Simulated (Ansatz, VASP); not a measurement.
# Ag3OF: VASP beside Ansatz

```
CELL_PARAMETERS angstrom
4.96000 0.00000 0.00000
0.00000 4.96000 0.00000
0.00000 0.00000 4.96000
ATOMIC_POSITIONS crystal
O 0.00000 0.00000 0.00000
F 0.50000 0.50000 0.50000
Ag 0.50000 0.50000 0.00000
Ag 0.50000 0.00000 0.50000
Ag 0.00000 0.50000 0.50000
```

The cell comes from a database or a generator and needn't be the stable form of this composition.

Alike in both runs: task single point; functional LDA; k mesh 4 × 4 × 4; occupations gaussian, width 0.05 eV; no spin polarisation.

|  | VASP | Ansatz |
| --- | --- | --- |
| version | VASP 6.6.1 | Ansatz 0.2.0 |
| potentials or method | VASP PAW LDA potentials, release 64 (O, F, Ag) | scalar-relativistic, plane waves, PAW |
| plane-wave cutoff (eV) | 520 | 420 |
| valence electrons in the cell | 46 | 70 |

```csv
,VASP,Ansatz,Ansatz less VASP
gap on the k mesh at the Fermi level (eV),none,none,-
pressure (GPa),-11.6,-11.5,+0.09
```

A gap of «none» marks a metal or a gap that the smearing closes. The two sets of potentials don't hold the same shells in valence.
